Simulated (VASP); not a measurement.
These are PBEsol GGA, VASP's PBE PAW potentials (set 64) (plane waves; VASP 6.6.1) values and carry that method's errors.

VASP ran on this input.

### INCAR
```
# general
SYSTEM  = CoGa
PREC    = Accurate
ENCUT   = 500
LREAL   = .FALSE.
LASPH   = .TRUE.

# electronic loop
EDIFF   = 1E-6
NELM    = 100
ALGO    = Normal
LMAXMIX = 4

# smearing
ISMEAR  = 1
SIGMA   = 0.1

# functional
GGA     = PS

# ions
IBRION  = 2
NSW     = 40
ISIF    = 3
EDIFFG  = -0.02
PSTRESS = 50

# output
LWAVE   = .FALSE.
LCHARG  = .FALSE.
```

File POSCAR:
```
CoGa
1
    2.8185347932    -0.0000000000    -0.0000000000
    0.0000000000     2.8185347932    -0.0000000000
    0.0000000000    -0.0000000000     2.8185347932
Ga Co
1 1
Direct
  0.5000000000   0.5000000000   0.5000000000
  0.0000000000   0.0000000000   0.0000000000
```

### KPOINTS
```
Automatic mesh
0
Gamma
13 13 13
0 0 0
```

POTCAR, in this order: Ga_d Co (PBE.64 set). Program: vasp_std.

The run wrote:

File OUTCAR:
```
 ion  position               nearest neighbor table
   1  0.500  0.500  0.500-   2 2.44   2 2.44   2 2.44   2 2.44   2 2.44   2 2.44   2 2.44   2 2.44
  LATTYP: Found a simple cubic cell.
 ALAT       =     2.8185347932
 Subroutine PRICEL returns:
 Original cell was already a primitive cell.
 Subroutine GETGRP returns: Found 48 space group operations
The static configuration has the point symmetry O_h .
The dynamic configuration has the point symmetry O_h .
 Subroutine INISYM returns: Found 48 space group operations
 Subroutine IBZKPT returns following result:
 Found     84 irreducible k-points:

 Following reciprocal coordinates:
            Coordinates               Weight
  0.000000  0.000000  0.000000      1.000000
  0.076923  0.000000  0.000000      6.000000
  0.153846  0.000000  0.000000      6.000000
  0.230769  0.000000  0.000000      6.000000
  0.307692  0.000000  0.000000      6.000000
  0.384615  0.000000  0.000000      6.000000
  0.461538  0.000000  0.000000      6.000000
  0.076923  0.076923  0.000000     12.000000
  0.153846  0.076923  0.000000     24.000000
  0.230769  0.076923  0.000000     24.000000
  0.307692  0.076923  0.000000     24.000000
  0.384615  0.076923  0.000000     24.000000
  0.461538  0.076923  0.000000     24.000000
  0.153846  0.153846  0.000000     12.000000
  0.230769  0.153846  0.000000     24.000000
  0.307692  0.153846  0.000000     24.000000
  0.384615  0.153846  0.000000     24.000000
  0.461538  0.153846  0.000000     24.000000
  0.230769  0.230769  0.000000     12.000000
  0.307692  0.230769  0.000000     24.000000
  0.384615  0.230769  0.000000     24.000000
  0.461538  0.230769  0.000000     24.000000
  0.307692  0.307692  0.000000     12.000000
  0.384615  0.307692  0.000000     24.000000
  0.461538  0.307692  0.000000     24.000000
  0.384615  0.384615  0.000000     12.000000
  0.461538  0.384615  0.000000     24.000000
  0.461538  0.461538  0.000000     12.000000
  0.076923  0.076923  0.076923      8.000000
  0.153846  0.076923  0.076923     24.000000
  0.230769  0.076923  0.076923     24.000000
  0.307692  0.076923  0.076923     24.000000
  0.384615  0.076923  0.076923     24.000000
  0.461538  0.076923  0.076923     24.000000
  0.153846  0.153846  0.076923     24.000000
  0.230769  0.153846  0.076923     48.000000
  0.307692  0.153846  0.076923     48.000000
  0.384615  0.153846  0.076923     48.000000
  0.461538  0.153846  0.076923     48.000000
  0.230769  0.230769  0.076923     24.000000
   k-points           NKPTS =     84   k-points in BZ     NKDIM =     84   number of bands    NBANDS=     15
   number of dos      NEDOS =    301   number of ions     NIONS =      2
   total plane-waves  NPLWV =  13824
   dimension x,y,z NGX =    24 NGY =   24 NGZ =   24
   dimension x,y,z NGXF=    48 NGYF=   48 NGZF=   48
   ions per type =               1   1
   PREC   = accura    normal or accurate (medium, high low for compatibility)
   ISTART =      0    job   : 0-new  1-cont  2-samecut
   ICHARG =      2    charge: 1-file 2-atom 10-const
   ISPIN  =      1    spin polarized calculation?
   LNONCOLLINEAR =      F non collinear calculations
   LSORBIT =      F    spin-orbit coupling
   INIWAV =      1    electr: 0-lowe 1-rand  2-diag
   ENCUT  =  500.0 eV  36.75 Ry    6.06 a.u.   5.14  5.14  5.14*2*pi/ulx,y,z
   NELM   =    100;   NELMIN=  2; NELMDL= -5     # of ELM steps
   EDIFF  = 0.1E-05   stopping-criterion for ELM
   LREAL  =      F    real-space projection
   NLSPLINE    = F    spline interpolate recip. space projectors
   LMAXMIX     =    4 max onsite mixed and CHGCAR
   VOSKOWN=      0    Vosko Wilk Nusair interpolation
...
```

### OSZICAR
```
       N       E                     dE             d eps       ncg     rms          rms(c)
DAV:   1     0.940980912560E+02    0.94098E+02   -0.10724E+04  2751   0.260E+03
DAV:   2    -0.806496071124E+01   -0.10216E+03   -0.99624E+02  2667   0.351E+02
DAV:   3    -0.129152161066E+02   -0.48503E+01   -0.48248E+01  2926   0.812E+01
DAV:   4    -0.129834024384E+02   -0.68186E-01   -0.68177E-01  3398   0.907E+00
DAV:   5    -0.129849161708E+02   -0.15137E-02   -0.15137E-02  3140   0.116E+00    0.109E+01
DAV:   6    -0.138543591788E+02   -0.86944E+00   -0.25118E+01  2908   0.688E+01    0.112E+01
DAV:   7    -0.117995720612E+02    0.20548E+01   -0.97598E+00  2653   0.512E+01    0.200E+00
DAV:   8    -0.117730468935E+02    0.26525E-01   -0.28288E-01  3008   0.613E+00    0.655E-01
DAV:   9    -0.117657971531E+02    0.72497E-02   -0.20240E-02  3550   0.228E+00    0.141E-01
DAV:  10    -0.117653813133E+02    0.41584E-03   -0.65794E-04  3503   0.395E-01    0.701E-02
DAV:  11    -0.117653597018E+02    0.21612E-04   -0.92526E-05  3562   0.168E-01    0.123E-02
DAV:  12    -0.117653594933E+02    0.20844E-06   -0.36843E-06  2759   0.327E-02
   1 F= -.11066597E+02 E0= -.11066955E+02  d E =-.110666E+02
```

File OUTCAR:
```
------------------------ aborting loop because EDIFF is reached ----------------------------------------
  FORCE on cell =-STRESS in cart. coord.  units (eV):
  Direction    XX          YY          ZZ          XY          YZ          ZX
  --------------------------------------------------------------------------------------
  Total        0.6873538      0.6873538      0.6873538     -0.0000000     -0.0000000     -0.0000000
  in kB       49.1836431     49.1836431     49.1836431     -0.0000000     -0.0000000     -0.0000000
  external PRESSURE =      -0.8163569 kB  Pullay stress =      50.0000000 kB
  volume of cell :       22.39
      direct lattice vectors                 reciprocal lattice vectors
     2.818534793  0.000000000  0.000000000     0.354794272  0.000000000  0.000000000
     0.000000000  2.818534793  0.000000000     0.000000000  0.354794272  0.000000000
     0.000000000  0.000000000  2.818534793     0.000000000  0.000000000  0.354794272
 POSITION                                       TOTAL-FORCE (eV/Angst)
 -----------------------------------------------------------------------------------
      1.40927      1.40927      1.40927         0.000000      0.000000      0.000000
      0.00000      0.00000      0.00000         0.000000      0.000000      0.000000
 -----------------------------------------------------------------------------------
    total drift:                                0.000000      0.000000     -0.000000
  FREE ENERGIE OF THE ION-ELECTRON SYSTEM (eV)
  ---------------------------------------------------
  free  energy   TOTEN  =       -11.7653594933 eV

  energy  without entropy=      -11.7664339160  energy(sigma->0) =      -11.76571763
  enthalpy is  TOTEN    =       -11.0665969404 eV   P V=        0.6987625529

 reached required accuracy - stopping structural energy minimisation
```
(Selected blocks of OUTCAR.)

The compound is CoGa in the CsCl type structure. It was relaxed first under an external pressure of 5 GPa. The run is not spin-polarised, so no magnetic state was tried.
